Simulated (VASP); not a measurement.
## WS2 (Tungstenite) with rev-vdW-DF2: from relaxation to properties

Aim: relax WS2 (Tungstenite) with rev-vdW-DF2, compute its properties on that cell and hold them against experiment. The steps: full relaxation (rev-vdW-DF2), second relaxation, single point with fields (rev-vdW-DF2), bands along the symmetry lines (rev-vdW-DF2), total and projected DOS (rev-vdW-DF2), vibrations at Γ (rev-vdW-DF2), independent-particle dielectric function (rev-vdW-DF2), optical spectrum (rev-vdW-DF2), core-level energies (rev-vdW-DF2), bands along the symmetry lines (rev-vdW-DF2 + SOC), bands along the symmetry lines (HSE06) and bands along the symmetry lines (TB-mBJ). The start is a cell from a database of measured crystal structures.

Main program and level: VASP 6.6.1; rev-vdW-DF2; plane waves and PAW (W, S), in the first sound run; inputs show where later runs differ.

The experiments to compare with:

“Extraordinary room-temperature photoluminescence in WS2 monolayers” (2012, arxiv:1208.1325) quotes from earlier work for WS2, 2H (bulk): lattice constant a 3.1532 Å [literature value]; lattice constant c 12.323 Å [literature value]; Raman mode (A1g (out-of-plane)) 421 cm⁻¹ at 300 K [bulk reference value quoted for comparison, source not stated].

This is a report of a sequence of runs, with most program output left out.

## (1) Starting point

Before any relaxation, the start is as follows. Symmetry: P6_3/mmc, No. 194, hexagonal system. Conventional cell: a = 3.153 Å, b = 3.153 Å, c = 12.323 Å, α = 90.00°, β = 90.00°, γ = 120.00°. Nearest to W lie 6 S at 2.40 Å. S has 3 W at 2.40 Å nearest. Farther neighbours and most contacts between anions are not listed.

Structure file:

```cif
data_structure
_symmetry_space_group_name_H-M 'P 1'
_symmetry_Int_Tables_number 1
_cell_length_a 3.1532
_cell_length_b 3.1532
_cell_length_c 12.3230
_cell_angle_alpha 90.000
_cell_angle_beta 90.000
_cell_angle_gamma 120.000
_cell_volume 106.11
loop_
_atom_site_label
_atom_site_type_symbol
_atom_site_fract_x
_atom_site_fract_y
_atom_site_fract_z
_atom_site_occupancy
W1 W 0.33333 0.66667 0.25000 1
W2 W 0.66667 0.33333 0.75000 1
S3 S 0.33333 0.66667 0.62250 1
S4 S 0.66667 0.33333 0.12250 1
S5 S 0.33333 0.66667 0.87750 1
S6 S 0.66667 0.33333 0.37750 1
```

## (2) Full relaxation (rev-vdW-DF2)

The start need not lie at this functional's minimum. ISIF = 3 frees volume, shape and positions, and EDIFFG sets the threshold on forces and stress at which the search stops. rev-vdW-DF2 revises the exchange of vdW-DF2 for solids. LUSE_VDW switches on a nonlocal correlation term for dispersion.

INCAR

```
SYSTEM = WS2
PREC = Accurate
ENCUT = 400
EDIFF = 1E-06
NELM = 100
ISMEAR = 0
SIGMA = 0.05
LREAL = .FALSE.
ALGO = Normal
GGA = MK
AGGAC = 0
LUSE_VDW = .TRUE.
PARAM1 = 0.1234
PARAM2 = 0.711357
ZAB_VDW = -1.8867
LASPH = .TRUE.
NBANDS = 24
LORBIT = 11
LWAVE = .FALSE.
LCHARG = .FALSE.
KPAR = 4
IBRION = 2
NSW = 60
ISIF = 3
EDIFFG = -0.01
```

POSCAR

```
WS2
1.0
    3.1532000000      0.0000000000      0.0000000000
   -1.5766000000      2.7307513032      0.0000000000
    0.0000000000      0.0000000000     12.3230000000
W S
2 4
Direct
    0.3333333333      0.6666666667      0.2500000000
    0.6666666667      0.3333333333      0.7500000000
    0.3333333333      0.6666666667      0.6225000000
    0.6666666667      0.3333333333      0.1225000000
    0.3333333333      0.6666666667      0.8775000000
    0.6666666667      0.3333333333      0.3775000000
```

KPOINTS

```
Automatic mesh
0
Gamma
10 10 3
0 0 0
```

The projector-augmented-wave data sets are W and S (PBE family, release 64).

The run is started by

```
$ mpirun -np 4 vasp_std
```

It took 3.2 min on 4 MPI ranks of AMD EPYC 9R14 (Zen 4), shared host; peak memory 1.9 GiB.

The gap is read on the k-mesh alone, so it is an upper bound where the band edges lie off the mesh. The PAW data sets were made with PBE, which is usual practice but a small mismatch for other functionals. The data set W keeps the semicore shell frozen, which is cheaper and a little less accurate. The run keeps the 24 symmetry operations of its start, so it cannot find a distortion of lower symmetry.

Step by step:

```csv
step,energy less that of the first step (eV),largest force (eV/Å),pressure (GPa),volume (Å³)
1,0.0000,0.2266,2.23,106.11
2,0.0414,0.6120,-4.67,109.94
3,-0.0091,0.0357,0.07,107.23
4,-0.0091,0.0302,0.08,107.21
5,-0.0093,0.0067,0.04,107.34
```

```
conventional cell, symmetrised  before   after  change
                         a (Å)   3.153   3.167  +0.4 %
                         b (Å)   3.153   3.167  +0.4 %
                         c (Å)  12.323  12.360  +0.3 %
              volume (Å³/atom)   17.68   17.89  +1.2 %
```

Final coordinates:

```
W S
1.0
     3.16661    0.00000    0.00000
    -1.58330    2.74236    0.00000
     0.00000    0.00000   12.36042
W S
2 4
Direct
  0.33333 0.66667 0.25000
  0.66667 0.33333 0.75000
  0.33333 0.66667 0.62234
  0.66667 0.33333 0.12234
  0.33333 0.66667 0.87766
  0.66667 0.33333 0.37766
```

This step gave:

| Property | Result |
| --- | --- |
| electrons | 36 |
| bands | 24 |
| irreducible k-points | 28 |
| symmetry operations | 24 |
| free energy (TOTEN) | -38.65 eV |
| Fermi energy | 6.419 eV |
| pressure | 0.03684 GPa |
| metallic | no |
| valence top at k | 0, 0, 0 |
| conduction bottom at k | 0.2, 0.2, 0 |
| least direct gap at k | 0.3, 0.3, 0 |
| SCF cycles over all ionic steps | 40 |
| gap on the k-mesh | 1.029 eV |
| least direct gap on the k-mesh | 2.114 eV |

It ends with a largest force of 0.007 eV/Å and a pressure of 0.04 GPa. The volume lies +1.2 % from that of the database's start.

## (3) Second relaxation

The basis stayed that of the start cell while the cell moved. A rerun from the cell reached resets it; the error of the finite cutoff stays.

INCAR is that of step 2.

POSCAR

```
WS2
1.0
    3.1666065991      0.0000000000      0.0000000000
   -1.5833032995      2.7423617586      0.0000000000
    0.0000000000      0.0000000000     12.3604180458
W S
2 4
Direct
    0.3333333333      0.6666666667      0.2500000000
    0.6666666667      0.3333333333      0.7500000000
    0.3333333333      0.6666666667      0.6223351266
    0.6666666667      0.3333333333      0.1223351266
    0.3333333333      0.6666666667      0.8776648734
    0.6666666667      0.3333333333      0.3776648734
```

KPOINTS is that of step 2.

The run is started by

```
$ mpirun -np 4 vasp_std
```

The job ended after 54 s (4 MPI ranks; peak memory 1.9 GiB; 3.5 min of CPU time).

Little changed from the start: no atom moved by 0.005 Å and no cell edge by 0.1 %.

Numbers from this step:

* Fermi energy: 6.392 eV
* pressure: 0.04002 GPa
* SCF cycles over all ionic steps: 14

It ends with a largest force of 0.006 eV/Å and a pressure of 0.04 GPa. The volume moved by under 0.01 %: the run met its threshold at the first step.

## (4) Single point with fields (rev-vdW-DF2)

The relaxed cell gets a fresh self-consistent run, on a basis set for its own volume, to fix the density and to check the remaining stress.

Changes to INCAR since step 3:

```diff
@@ -19,7 +19,5 @@
 LWAVE = .FALSE.
-LCHARG = .FALSE.
-KPAR = 4
-IBRION = 2
-NSW = 60
-ISIF = 3
-EDIFFG = -0.01
+LCHARG = .TRUE.
+ISIF = 2
+LELF = .TRUE.
+LVHAR = .TRUE.
```

POSCAR is that of step 3.

KPOINTS is that of step 3.

The run is started by

```
$ mpirun -np 4 vasp_std
```

The job ended after 26 s (4 MPI ranks; peak memory 0.98 GiB; 98 s of CPU time).

Numbers from this step:

| Item | Value |
| --- | --- |
| SCF cycles | 14 |

Valence electrons inside each PAW sphere by angular momentum. Sphere charges, by row:

| atom | s (e) | p (e) | d (e) | tot (e) |
| --- | --- | --- | --- | --- |
| W1 | 0.556 | 0.698 | 4.271 | 5.525 |
| W2 | 0.556 | 0.698 | 4.271 | 5.525 |
| S3 | 1.363 | 2.353 | 0 | 3.715 |
| S4 | 1.363 | 2.353 | 0 | 3.715 |
| S5 | 1.363 | 2.353 | 0 | 3.715 |
| S6 | 1.363 | 2.353 | 0 | 3.715 |

Valence density in the ac plane at fractional y = 0.333, with atoms of W and S within 0.2 Å of it. It is the smooth field of the valence electrons, not physical close to the nuclei.

Values in e/Å³, 24 rows by 16 columns, each cell a mean:
```
0.1 0.1 0.1 0.1 0.1 0.1 0.1 0.1 0.0 0.0 0.0 0.0 0.0 0.0 0.1 0.1
0.2 0.3 0.3 0.3 0.3 0.2 0.2 0.1 0.1 0.1 0.1 0.1 0.1 0.1 0.1 0.2
0.4 0.5 0.5 0.6 0.5 0.4 0.3 0.3 0.2 0.2 0.1 0.1 0.1 0.2 0.2 0.3
0.4 0.5 0.5 0.5 0.5 0.5 0.4 0.4 0.3 0.3 0.3 0.3 0.3 0.3 0.3 0.4
0.4 0.4 0.4 0.4 0.4 0.4 0.4 0.4 0.5 0.5 0.6 0.6 0.6 0.5 0.4 0.4
0.4 0.3 0.3 0.3 0.3 0.3 0.4 0.5 0.6 0.7 0.8 0.8 0.7 0.6 0.6 0.5
0.3 0.3 0.3 0.3 0.3 0.3 0.4 0.5 0.6 0.6 0.7 0.7 0.7 0.6 0.5 0.4
0.4 0.4 0.4 0.4 0.4 0.4 0.4 0.4 0.4 0.5 0.5 0.5 0.5 0.4 0.4 0.4
0.4 0.5 0.6 0.6 0.6 0.5 0.4 0.3 0.3 0.2 0.2 0.2 0.2 0.2 0.3 0.4
0.3 0.4 0.5 0.5 0.4 0.4 0.3 0.2 0.2 0.1 0.1 0.1 0.1 0.1 0.2 0.2
0.1 0.2 0.2 0.2 0.2 0.2 0.1 0.1 0.1 0.1 0.0 0.0 0.0 0.1 0.1 0.1
0.1 0.1 0.1 0.1 0.1 0.1 0.1 0.1 0.1 0.1 0.1 0.1 0.1 0.1 0.1 0.1
0.1 0.1 0.0 0.0 0.0 0.1 0.1 0.2 0.2 0.3 0.3 0.3 0.3 0.2 0.2 0.1
0.2 0.1 0.1 0.1 0.1 0.2 0.3 0.5 0.8 1.0 1.0 1.0 1.0 0.8 0.6 0.4
0.4 0.2 0.2 0.1 0.2 0.3 0.6 0.9 1.1 0.8 0.4 0.3 0.7 1.1 1.0 0.7
0.4 0.3 0.2 0.2 0.3 0.4 0.6 0.9 1.1 1.0 0.8 0.7 1.0 1.1 1.0 0.7
0.4 0.3 0.3 0.3 0.3 0.3 0.4 0.5 0.6 0.7 0.7 0.7 0.7 0.6 0.5 0.4
0.4 0.4 0.4 0.4 0.4 0.4 0.3 0.3 0.3 0.3 0.3 0.3 0.3 0.3 0.3 0.3
0.3 0.4 0.4 0.4 0.4 0.4 0.3 0.4 0.4 0.4 0.4 0.4 0.4 0.4 0.3 0.3
0.4 0.3 0.2 0.2 0.3 0.4 0.5 0.7 0.8 0.9 0.9 0.9 0.9 0.9 0.7 0.5
0.4 0.3 0.2 0.2 0.2 0.4 0.6 1.0 1.1 0.9 0.4 0.3 0.7 1.1 1.1 0.7
0.3 0.2 0.1 0.1 0.2 0.3 0.5 0.8 1.0 1.0 0.8 0.7 0.9 1.1 0.9 0.6
0.1 0.1 0.1 0.1 0.1 0.1 0.2 0.3 0.5 0.7 0.8 0.8 0.7 0.6 0.4 0.2
0.1 0.0 0.0 0.0 0.0 0.0 0.1 0.1 0.1 0.1 0.2 0.2 0.2 0.1 0.1 0.1
```
Columns run along a (3.2 Å), rows up along c (12.4 Å). Atoms in or near the plane, at fractional coordinates: W at (0.67, 0.75), S at (0.67, 0.12), S at (0.67, 0.38).

Electrostatic potential energy in the ac plane at fractional y = 0.333, with atoms of W and S within 0.2 Å of it. With pseudopotentials it is smooth inside the atoms' cores, unlike the true potential.

Ten even steps from '_' (-77 eV) to '@' (4 eV), each cell a mean:
```
@@@@@@@@@@@@@@@@@@@@@@@@@@@@@@@@
@@@@@@@@@@@@@@@@@@@@@@@@@@@@@@@@
@@%%%%%%%%%%@@@@@@@@@@@@@@@@@@@@
@@%%%%%%%%@@@@@@%%%%%%%%%%%%@@@@
%%@@@@@@@@%%%%####********####%%
%%%%@@@@@@%%##****++++++++++**##
%%@@@@@@@@%%####**++++++++****##
@@@@@@@@@@@@%%%%%%##########%%%%
@@%%%%%%%%%%@@@@@@@@@@@@@@@@@@@@
@@@@%%%%%%@@@@@@@@@@@@@@@@@@@@@@
@@@@@@@@@@@@@@@@@@@@@@@@@@@@@@@@
@@@@@@@@@@@@@@@@@@@@@@@@@@@@@@@@
@@@@@@@@@@@@@@@@@@@@@@@@@@@@@@@@
@@@@@@@@@@@@@@%%##++======**%%@@
@@@@@@@@@@@@%%**::__________==%%
@@@@@@@@@@@@%%##==..____..--**%%
%%%%%%%%%%%%%%%%%%%%######%%%%%%
%%########%%%%%%@@@@@@@@@@@@@@%%
%%%%####%%%%%%%%@@@@@@@@@@@@@@%%
@@@@%%%%%%@@%%%%##**====++##%%%%
@@@@@@@@@@@@%%**::________..++%%
@@@@@@@@@@@@%%##--..______::++%%
@@@@@@@@@@@@@@@@%%########%%@@@@
@@@@@@@@@@@@@@@@@@@@@@@@@@@@@@@@
```
Columns run along a (3.2 Å; values clipped at the 3rd and 97th percentile), rows up along c (12.4 Å). Atoms in or near the plane, at fractional coordinates: W at (0.67, 0.75), S at (0.67, 0.12), S at (0.67, 0.38).

ELF in the ac plane at fractional y = 0.333, with atoms of W and S within 0.2 Å of it. It is the smooth field of the valence electrons, not physical close to the nuclei.

Values, 24 rows by 16 columns, each cell a mean:
```
0.19 0.30 0.38 0.40 0.34 0.24 0.14 0.07 0.04 0.03 0.03 0.03 0.03 0.03 0.05 0.10
0.58 0.69 0.74 0.74 0.71 0.62 0.47 0.29 0.15 0.08 0.05 0.04 0.06 0.10 0.22 0.41
0.71 0.75 0.76 0.76 0.75 0.72 0.63 0.48 0.33 0.21 0.16 0.15 0.18 0.26 0.42 0.60
0.67 0.71 0.72 0.72 0.71 0.68 0.60 0.47 0.35 0.27 0.24 0.24 0.25 0.30 0.42 0.56
0.39 0.48 0.53 0.53 0.50 0.42 0.33 0.24 0.17 0.13 0.11 0.11 0.11 0.14 0.21 0.30
0.23 0.29 0.36 0.37 0.31 0.25 0.19 0.10 0.03 0.00 0.00 0.00 0.00 0.01 0.07 0.17
0.26 0.33 0.40 0.41 0.35 0.28 0.21 0.13 0.06 0.02 0.01 0.01 0.01 0.04 0.10 0.19
0.52 0.60 0.63 0.63 0.61 0.54 0.44 0.34 0.26 0.21 0.20 0.19 0.20 0.22 0.29 0.40
0.71 0.74 0.74 0.74 0.74 0.71 0.64 0.51 0.37 0.27 0.23 0.22 0.24 0.31 0.45 0.61
0.68 0.75 0.77 0.77 0.75 0.70 0.59 0.43 0.26 0.16 0.11 0.10 0.12 0.20 0.36 0.55
0.46 0.59 0.66 0.67 0.61 0.50 0.35 0.19 0.09 0.04 0.03 0.03 0.03 0.06 0.13 0.28
0.08 0.13 0.18 0.19 0.16 0.11 0.07 0.05 0.07 0.11 0.15 0.16 0.13 0.08 0.05 0.05
0.19 0.07 0.03 0.03 0.05 0.15 0.33 0.54 0.70 0.80 0.85 0.86 0.83 0.75 0.60 0.40
0.58 0.26 0.09 0.07 0.18 0.48 0.74 0.86 0.90 0.91 0.92 0.92 0.92 0.91 0.88 0.79
0.71 0.43 0.18 0.15 0.33 0.63 0.80 0.84 0.80 0.67 0.50 0.46 0.61 0.77 0.83 0.82
0.67 0.42 0.21 0.18 0.33 0.60 0.77 0.82 0.79 0.67 0.51 0.48 0.61 0.76 0.82 0.80
0.39 0.23 0.15 0.13 0.19 0.33 0.50 0.62 0.67 0.66 0.64 0.63 0.66 0.67 0.64 0.55
0.23 0.22 0.20 0.19 0.21 0.23 0.24 0.25 0.26 0.26 0.25 0.25 0.26 0.26 0.25 0.24
0.26 0.21 0.17 0.16 0.19 0.24 0.30 0.35 0.39 0.40 0.39 0.39 0.40 0.40 0.37 0.31
0.52 0.30 0.16 0.15 0.24 0.45 0.65 0.75 0.77 0.73 0.67 0.66 0.71 0.76 0.77 0.69
0.71 0.45 0.22 0.19 0.36 0.64 0.80 0.83 0.78 0.60 0.39 0.34 0.53 0.74 0.82 0.82
0.68 0.38 0.15 0.11 0.28 0.60 0.79 0.85 0.85 0.79 0.72 0.70 0.77 0.83 0.86 0.82
0.46 0.18 0.06 0.05 0.12 0.36 0.64 0.81 0.89 0.92 0.93 0.94 0.93 0.90 0.84 0.71
0.08 0.04 0.03 0.03 0.04 0.07 0.15 0.28 0.42 0.54 0.62 0.63 0.58 0.47 0.33 0.18
```
Columns run along a (3.2 Å), rows up along c (12.4 Å). Atoms in or near the plane, at fractional coordinates: W at (0.67, 0.75), S at (0.67, 0.12), S at (0.67, 0.38).

In this run the pressure is 0.04 GPa, small enough to go on.

## (5) Bands along the symmetry lines (rev-vdW-DF2)

Levels along the symmetry lines show where the bands peak and cross; KPOINTS_OPT computes them in the converged potential.

Changes to INCAR since step 4:

```diff
@@ -16,8 +16,6 @@
 LASPH = .TRUE.
-NBANDS = 24
+NBANDS = 34
 LORBIT = 11
 LWAVE = .FALSE.
-LCHARG = .TRUE.
-ISIF = 2
-LELF = .TRUE.
-LVHAR = .TRUE.
+LCHARG = .FALSE.
+KPAR = 4
```

POSCAR is that of step 4.

KPOINTS is that of step 4.

KPOINTS_OPT

```
Line mode
16
Line-mode
Reciprocal
  0.00000000   0.00000000   0.00000000 GAMMA
  0.50000000   0.00000000   0.00000000 M

  0.50000000   0.00000000   0.00000000 M
  0.33333333   0.33333333   0.00000000 K

  0.33333333   0.33333333   0.00000000 K
  0.00000000   0.00000000   0.00000000 GAMMA

  0.00000000   0.00000000   0.00000000 GAMMA
  0.00000000   0.00000000   0.50000000 A

  0.00000000   0.00000000   0.50000000 A
  0.50000000   0.00000000   0.50000000 L

  0.50000000   0.00000000   0.50000000 L
  0.33333333   0.33333333   0.50000000 H

  0.33333333   0.33333333   0.50000000 H
  0.00000000   0.00000000   0.50000000 A

  0.50000000   0.00000000   0.50000000 L
  0.50000000   0.00000000   0.00000000 M

  0.33333333   0.33333333   0.00000000 K
  0.33333333   0.33333333   0.50000000 H
```

The run is started by

```
$ mpirun -np 4 vasp_std
```

Wall time 1.9 min (4 MPI ranks); peak memory 1.9 GiB; 7.1 min of CPU time.

Spin-orbit coupling is off here; with elements this heavy it splits and shifts levels by tenths of an eV or more.

Numbers from this step:

| Property | Result |
| --- | --- |
| SCF cycles | 15 |
| bands | 34 |
| Fermi energy | 6.386 eV |
| pressure | 0.03806 GPa |
| least gap on mesh and path | 0.9553 eV |
| least direct gap on mesh and path | 1.806 eV |
| conduction bottom at k | 0.1778, 0.1778, 0 |
| least direct gap at k | 0.3333, 0.3333, 0 |

The electronic bands at the labelled points (eV, zero at the valence-band top; v1 is the highest filled band, c1 the lowest empty one):

```
          point     v4     v3     v2     v1    c1    c2    c3    c4
              Γ  -2.13  -1.45  -1.20   0.00  2.31  2.31  2.33  2.33
0.53 of the way  -2.41  -1.92  -1.70  -1.52  1.35  1.81  2.03  2.29
              M  -1.91  -1.70  -1.66  -1.48  2.24  2.28  2.52  2.81
0.53 of the way  -2.97  -2.57  -1.15  -0.90  1.85  1.94  2.55  2.86
              K  -2.88  -2.88  -0.73  -0.52  1.28  1.28  2.01  3.24
0.47 of the way  -2.07  -1.92  -1.50  -1.48  0.96  1.85  2.12  2.19
              Γ  -2.13  -1.45  -1.20   0.00  2.31  2.31  2.33  2.33
0.47 of the way  -2.13  -2.02  -0.75  -0.06  2.31  2.31  2.31  2.31
              A  -2.15  -2.15  -0.30  -0.30  2.30  2.30  2.30  2.30
0.53 of the way  -2.37  -2.37  -1.57  -1.57  1.76  1.76  1.91  1.91
              L  -1.80  -1.80  -1.55  -1.55  2.25  2.25  2.69  2.69
0.53 of the way  -2.84  -2.84  -1.01  -1.01  1.90  1.90  2.78  2.78
              H  -3.06  -3.06  -0.64  -0.64  1.28  1.28  2.54  2.54
0.53 of the way  -1.95  -1.95  -1.44  -1.44  1.38  1.38  2.11  2.11
              A  -2.15  -2.15  -0.30  -0.30  2.30  2.30  2.30  2.30
      jump to L  -1.80  -1.80  -1.55  -1.55  2.25  2.25  2.69  2.69
0.47 of the way  -1.87  -1.73  -1.62  -1.50  2.24  2.27  2.58  2.78
              M  -1.91  -1.70  -1.66  -1.48  2.24  2.28  2.52  2.81
      jump to K  -2.88  -2.88  -0.73  -0.52  1.28  1.28  2.01  3.24
0.53 of the way  -2.96  -2.96  -0.70  -0.56  1.28  1.28  2.17  2.98
              H  -3.06  -3.06  -0.64  -0.64  1.28  1.28  2.54  2.54
```

The largest weight of each band there:

```csv
point,v4,v3,v2,v1,c1,c2,c3,c4
Γ,W 0.60,S 0.90,W 0.86,W 0.73,W 0.55,W 0.55,W 0.54,W 0.54
M,S 0.81,S 0.79,W 0.71,W 0.77,W 0.98,W 0.97,W 0.91,W 0.92
K,S 0.65,S 0.65,W 0.84,W 0.81,W 0.96,W 0.96,W 0.82,W 0.74
Γ,W 0.60,S 0.90,W 0.86,W 0.73,W 0.55,W 0.55,W 0.54,W 0.54
A,W 0.59,W 0.59,W 0.68,W 0.68,W 0.54,W 0.54,W 0.54,W 0.54
L,S 0.80,S 0.80,W 0.74,W 0.74,W 0.98,W 0.98,W 0.91,W 0.91
```

The path lowers the gap by 0.07 eV against the mesh alone, so a band edge lies off the mesh.

## (6) Total and projected DOS (rev-vdW-DF2)

A density of states needs more k-points than a total energy; ISMEAR = -5 takes tetrahedra, and LORBIT projects the states on the PAW spheres. The mesh is finer than in the run before.

Changes to INCAR since step 5:

```diff
@@ -5,3 +5,3 @@
 NELM = 100
-ISMEAR = 0
+ISMEAR = -5
 SIGMA = 0.05
@@ -21 +21,2 @@
 KPAR = 4
+NEDOS = 2001
```

POSCAR is that of step 5.

KPOINTS

```
Automatic mesh
0
Gamma
14 14 4
0 0 0
```

The run is started by

```
$ mpirun -np 4 vasp_std
```

Run time: 1.8 min. Hardware: 4 MPI ranks; peak memory 2.2 GiB.

Numbers from this step:

* irreducible k-points: 72
* Fermi energy: 6.173 eV
* pressure: 0.03914 GPa
* conduction bottom at k: 0.2143, 0.1429, 0
* least direct gap at k: 0.3571, 0.2857, 0
* gap on the k-mesh: 1.001 eV
* least direct gap on the k-mesh: 1.964 eV

The density of states has structure finer than the step of the table below, so its rows give means over 1 eV, whole bins alone (the curve runs from -12.0 to 2.39 eV). Peaks (eV: height): total -4.0: 10.3, -2.7: 9.04, -1.4: 7.86, 2.1: 9.61; W d -4.0: 3.47, -2.7: 2.46, -1.4: 4.24, 2.2: 5.86; S p -4.7: 2.22, -4.0: 3.74, -2.7: 3.57, -2.1: 2.67; W p -5.0: 0.317, -4.0: 0.329, -2.7: 0.419, -2.1: 0.407; S s -6.4: 0.0916, -4.7: 0.331, -2.9: 0.133, 2.1: 0.115.

States under -12.0 eV and over 2.4 eV are left out. Density of states against energy, zero at the valence-band top; means over each step; values in states/eV/cell:

| energy (eV) | total | W d | S p | W p | S s | W s |
| --- | --- | --- | --- | --- | --- | --- |
| -9 | 0 | 0 | 0 | 0 | 0 | 0 |
| -8 | 4.0e-4 | 6.2e-5 | 9.6e-5 | 0 | 1.7e-5 | 6.6e-5 |
| -7 | 1.69 | 0.270 | 0.491 | 0.0444 | 0.0379 | 0.222 |
| -6 | 4.28 | 1.02 | 1.35 | 0.136 | 0.0707 | 0.221 |
| -5 | 4.59 | 1.06 | 1.45 | 0.193 | 0.195 | 0.240 |
| -4 | 4.84 | 1.49 | 1.73 | 0.178 | 0.0582 | 0.0424 |
| -3 | 5.27 | 1.47 | 2.03 | 0.238 | 0.0701 | 0.0300 |
| -2 | 4.13 | 0.999 | 1.64 | 0.255 | 0.0461 | 0.0187 |
| -1 | 2.98 | 1.64 | 0.566 | 0.0762 | 0.0257 | 0.0253 |
| 0 | 0.103 | 0.0569 | 0.0217 | 5.3e-4 | 0.00298 | 0.00270 |
| 1 | 0.741 | 0.405 | 0.105 | 0.00689 | 0.0140 | 0.00866 |

The gap on this mesh is 1.00 eV, over the 0.96 eV of the band run, since this mesh misses a band edge. In the top eV of the valence band the largest shares in the PAW spheres are W d 58 % and S p 18 %; in the lowest eV of the conduction band, W d 58 % and S p 15 %. The rest lies in smaller channels or between the spheres.

(Continued in part 2 of 3.)

[Lines on the potential files, build, host, timing and source positions are cut from VASP's logs without a mark.]

[Logs are printed without paths, hosts, clocks, repeated set-up lines and the standing remarks that a program may print on its own settings, such as how far it seeks lower states.]

[Hosts, paths, dates, database ids (printed as entryN), source tags and the programs' standing remarks are cut or masked in the printed files.]

[Measured values are set beside computed ones only where the two were judged alike; some that the calculation misses by far are left out.]
